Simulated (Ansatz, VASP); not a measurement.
# One calculation of Mg2C, two programs

```xyz
3
Lattice="0.0000 2.7109 2.7248 2.7109 0.0000 2.7248 2.7109 2.7109 0.0000" Properties=species:S:1:pos:R:3 pbc="T T T"
C     0.0000    0.0000    0.0000
Mg    1.3555    1.3555    1.3624
Mg    4.0664    4.0664    4.0872
```

Change from the starting cell: uniaxial_z strain +0.5%.

Alike in both runs: task single point; functional PBE; k mesh 8 × 8 × 8; occupations fermi-dirac, width 0.02 eV; no spin polarisation.

|  | VASP | Ansatz |
| --- | --- | --- |
| version | VASP 6.6.1 | Ansatz 0.2.0 |
| potentials or method | VASP PAW PBE potentials, release 64 (C, Mg) | plane waves, PAW |
| plane-wave cutoff (eV) | 520 | 420 |
| valence electrons in the cell | 8 | 24 |

Ansatz gave:

| Quantity | Value |
| --- | --- |
| pressure (GPa) | 1.5 |
| largest component of the traceless stress (GPa) | 0.96 |

Estimate VASP's values.

pressure (GPa): 1.3; largest component of the traceless stress (GPa): 0.97.

With one functional, cell and mesh, what is left measures potentials, basis and numerics. The two sets of potentials don't hold the same shells in valence.

A k mesh can miss the band edges.
